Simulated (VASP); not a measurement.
```
CELL_PARAMETERS angstrom
      0.00000     2.65797     2.65797
      2.65797     0.00000     2.65797
      2.65797     2.65797     0.00000
ATOMIC_POSITIONS crystal
  Cd 0.00000 0.00000 0.00000
  F  0.25000 0.25000 0.25000
  F  0.75000 0.75000 0.75000
```

Method: LDA (Ceperley-Alder, Perdew-Zunger), VASP's LDA PAW potentials (set 64) (plane waves; VASP). Settings: 520 eV cut-off, Gaussian smearing of 0.050 eV, potentials Cd F.

Problem. Give the energies of bands 3 to 14 at the high-symmetry points, in eV from the valence-band maximum.

Solution. 
```
band      Γ      X      U      L      W
----  -----  -----  -----  -----  -----
3     -5.80  -5.67  -5.41  -5.40  -5.19
4     -5.80  -4.66  -4.80  -5.40  -4.82
5     -5.80  -4.66  -4.45  -4.25  -4.65
6     -4.33  -4.19  -4.44  -4.25  -4.49
7     -4.33  -3.98  -4.40  -4.05  -4.49
8     -1.12  -3.28  -3.55  -3.03  -3.63
9     -1.12  -3.28  -2.75  -2.55  -2.70
10    -1.12  -3.16  -2.42  -2.06  -1.65
11    -0.43  -0.60  -1.08  -2.06  -1.65
12    -0.43  -0.10  -0.40  -0.36  -0.70
13    -0.43  -0.10  -0.20  -0.36   0.00
14     2.94   8.08   8.04   7.25   8.16
```

The gap is indirect, 2.94 eV, from the valence maximum at W to the conduction minimum at Γ.

The structure comes from a computed database's CdF2 entry (Fm-3m); how it stands against other phases isn't given here. It was relaxed first.
